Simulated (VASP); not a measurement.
Computed with LDA (Ceperley-Alder, Perdew-Zunger), VASP's LDA PAW potentials (set 64) (plane waves; VASP).

The input files of a VASP run:

KPOINTS:
```
kpoints
0
G
  12 12 12
0 0 0
```

INCAR:
```
# general
SYSTEM =NiAl
PREC   =Accurate
ENCUT  =400   # plane-wave cut-off (eV)
LREAL  =.False.   # projection in real space or not
LASPH  =.True.

# electronic loop
EDIFF  =1E-6   # SCF stop (eV)
NELM   =100   # most electronic steps
ALGO   =Normal   # blocked Davidson
LMAXMIX=4

# smearing
ISMEAR =1
SIGMA  =0.1   # width (eV)

# ions
IBRION =2   # conjugate gradients
NSW    =60   # most ionic steps
ISIF   =3
EDIFFG =-0.01   # ionic stop

# output
LWAVE  =.False.
LCHARG =.False.
```

File POSCAR:
```
NiAl
1
    2.8346394675    -0.0000000000     0.0000000000
    0.0000000000     2.8346394675    -0.0000000000
    0.0000000000     0.0000000000     2.8346394675
Al Ni
1 1
Direct
  0.5000000000   0.5000000000   0.5000000000
  0.0000000000   0.0000000000   0.0000000000
```

POTCAR, in this order: Al Ni (LDA.64 set). Program: vasp_std.

What VASP printed:

OUTCAR:
```
 ion  position               nearest neighbor table
   1  0.500  0.500  0.500-   2 2.45   2 2.45   2 2.45   2 2.45   2 2.45   2 2.45   2 2.45   2 2.45
  LATTYP: Found a simple cubic cell.
 ALAT       =     2.8346394675
 Subroutine PRICEL returns:
 Original cell was already a primitive cell.
 Subroutine GETGRP returns: Found 48 space group operations
The static configuration has the point symmetry O_h .
The dynamic configuration has the point symmetry O_h .
 Subroutine INISYM returns: Found 48 space group operations
 Subroutine IBZKPT returns following result:
 Found     84 irreducible k-points:

 Following reciprocal coordinates:
            Coordinates               Weight
  0.000000  0.000000  0.000000      1.000000
  0.083333  0.000000  0.000000      6.000000
  0.166667  0.000000  0.000000      6.000000
  0.250000  0.000000  0.000000      6.000000
  0.333333  0.000000  0.000000      6.000000
  0.416667  0.000000  0.000000      6.000000
  0.500000  0.000000  0.000000      3.000000
  0.083333  0.083333  0.000000     12.000000
  0.166667  0.083333  0.000000     24.000000
  0.250000  0.083333  0.000000     24.000000
  0.333333  0.083333  0.000000     24.000000
  0.416667  0.083333  0.000000     24.000000
  0.500000  0.083333  0.000000     12.000000
  0.166667  0.166667  0.000000     12.000000
  0.250000  0.166667  0.000000     24.000000
  0.333333  0.166667  0.000000     24.000000
  0.416667  0.166667  0.000000     24.000000
  0.500000  0.166667  0.000000     12.000000
  0.250000  0.250000  0.000000     12.000000
  0.333333  0.250000  0.000000     24.000000
  0.416667  0.250000  0.000000     24.000000
  0.500000  0.250000  0.000000     12.000000
  0.333333  0.333333  0.000000     12.000000
  0.416667  0.333333  0.000000     24.000000
  0.500000  0.333333  0.000000     12.000000
  0.416667  0.416667  0.000000     12.000000
  0.500000  0.416667  0.000000     12.000000
  0.500000  0.500000  0.000000      3.000000
  0.083333  0.083333  0.083333      8.000000
  0.166667  0.083333  0.083333     24.000000
  0.250000  0.083333  0.083333     24.000000
  0.333333  0.083333  0.083333     24.000000
  0.416667  0.083333  0.083333     24.000000
  0.500000  0.083333  0.083333     12.000000
  0.166667  0.166667  0.083333     24.000000
  0.250000  0.166667  0.083333     48.000000
  0.333333  0.166667  0.083333     48.000000
  0.416667  0.166667  0.083333     48.000000
  0.500000  0.166667  0.083333     24.000000
  0.250000  0.250000  0.083333     24.000000
   k-points           NKPTS =     84   k-points in BZ     NKDIM =     84   number of bands    NBANDS=     10
   number of dos      NEDOS =    301   number of ions     NIONS =      2
   total plane-waves  NPLWV =   5832
   dimension x,y,z NGX =    18 NGY =   18 NGZ =   18
   dimension x,y,z NGXF=    36 NGYF=   36 NGZF=   36
   ions per type =               1   1
   PREC   = accura    normal or accurate (medium, high low for compatibility)
   ISTART =      0    job   : 0-new  1-cont  2-samecut
   ICHARG =      2    charge: 1-file 2-atom 10-const
   ISPIN  =      1    spin polarized calculation?
   LNONCOLLINEAR =      F non collinear calculations
   LSORBIT =      F    spin-orbit coupling
   INIWAV =      1    electr: 0-lowe 1-rand  2-diag
   ENCUT  =  400.0 eV  29.40 Ry    5.42 a.u.   4.62  4.62  4.62*2*pi/ulx,y,z
   NELM   =    100;   NELMIN=  2; NELMDL= -5     # of ELM steps
   EDIFF  = 0.1E-05   stopping-criterion for ELM
   LREAL  =      F    real-space projection
   NLSPLINE    = F    spline interpolate recip. space projectors
   LMAXMIX     =    4 max onsite mixed and CHGCAR
   VOSKOWN=      0    Vosko Wilk Nusair interpolation
...
```

File OSZICAR:
```
       N       E                     dE             d eps       ncg     rms          rms(c)
DAV:   1     0.329497388211E+02    0.32950E+02   -0.49808E+03  1736   0.115E+03
DAV:   2    -0.126182768889E+02   -0.45568E+02   -0.42817E+02  1702   0.191E+02
DAV:   3    -0.136221722248E+02   -0.10039E+01   -0.99733E+00  1996   0.373E+01
DAV:   4    -0.136367497447E+02   -0.14578E-01   -0.14575E-01  1982   0.406E+00
DAV:   5    -0.136370992139E+02   -0.34947E-03   -0.34946E-03  1944   0.624E-01    0.120E+01
DAV:   6    -0.151448984614E+02   -0.15078E+01   -0.52915E+01  1854   0.130E+02    0.144E+01
DAV:   7    -0.122220514455E+02    0.29228E+01   -0.15421E+01  1832   0.776E+01    0.106E+00
DAV:   8    -0.122123067179E+02    0.97447E-02   -0.32870E-01  2028   0.698E+00    0.105E+00
DAV:   9    -0.121961968059E+02    0.16110E-01   -0.53546E-02  1972   0.388E+00    0.164E-01
DAV:  10    -0.121958438316E+02    0.35297E-03   -0.93524E-04  1860   0.460E-01    0.874E-02
DAV:  11    -0.121958413422E+02    0.24893E-05   -0.35873E-05  2276   0.789E-02    0.234E-02
DAV:  12    -0.121958406181E+02    0.72412E-06   -0.21919E-06  1114   0.275E-02
   1 F= -.12195841E+02 E0= -.12195885E+02  d E =-.121958E+02
       N       E                     dE             d eps       ncg     rms          rms(c)
DAV:   1    -0.121967716116E+02   -0.93027E-03   -0.11749E-02  1784   0.210E+00    0.271E-01
DAV:   2    -0.121975674197E+02   -0.79581E-03   -0.30220E-02  1878   0.309E+00    0.326E-01
DAV:   3    -0.121959068693E+02    0.16606E-02   -0.11660E-02  1870   0.195E+00    0.400E-02
DAV:   4    -0.121958842972E+02    0.22572E-04   -0.75489E-05  1726   0.935E-02    0.712E-03
DAV:   5    -0.121958838648E+02    0.43244E-06   -0.36186E-06  1218   0.301E-02
   2 F= -.12195884E+02 E0= -.12195931E+02  d E =-.432467E-04
```

### OUTCAR
```
------------------------ aborting loop because EDIFF is reached ----------------------------------------
  FORCE on cell =-STRESS in cart. coord.  units (eV):
  Direction    XX          YY          ZZ          XY          YZ          ZX
  --------------------------------------------------------------------------------------
  Total       -0.0022585     -0.0022585     -0.0022585      0.0000000      0.0000000      0.0000000
  in kB       -0.1591634     -0.1591634     -0.1591634      0.0000000      0.0000000      0.0000000
  external PRESSURE =      -0.1591634 kB  Pullay stress =       0.0000000 kB
  volume of cell :       22.73
      direct lattice vectors                 reciprocal lattice vectors
     2.832900810  0.000000000  0.000000000     0.352995063  0.000000000  0.000000000
    -0.000000000  2.832900810  0.000000000    -0.000000000  0.352995063  0.000000000
    -0.000000000 -0.000000000  2.832900810    -0.000000000 -0.000000000  0.352995063
 POSITION                                       TOTAL-FORCE (eV/Angst)
 -----------------------------------------------------------------------------------
      1.41645      1.41645      1.41645         0.000000      0.000000      0.000000
      0.00000      0.00000      0.00000        -0.000000     -0.000000      0.000000
 -----------------------------------------------------------------------------------
    total drift:                                0.000000      0.000000     -0.000000
  FREE ENERGIE OF THE ION-ELECTRON SYSTEM (eV)
  ---------------------------------------------------
  free  energy   TOTEN  =       -12.1958838648 eV

  energy  without entropy=      -12.1960267010  energy(sigma->0) =      -12.19593148

 reached required accuracy - stopping structural energy minimisation
```
(Selected blocks of OUTCAR.)

File CONTCAR:
```
NiAl
   1.00000000000000
     2.8329008100075566    0.0000000000000000    0.0000000000000000
    -0.0000000000000000    2.8329008100075566    0.0000000000000000
    -0.0000000000000000   -0.0000000000000000    2.8329008100075566
  Al              Ni
     1     1
Direct
     0.5000000000000000    0.5000000000000000    0.5000000000000000
     0.0000000000000000    0.0000000000000000    0.0000000000000000
```

The compound is NiAl in the CsCl type structure. This run relaxes it. Symmetry was kept, so distortions that lower it aren't found. The start is the result of an earlier pass. The run is not spin-polarised, so no magnetic state was tried. The electron count is odd and the run is not spin-polarised, which forces a metal.
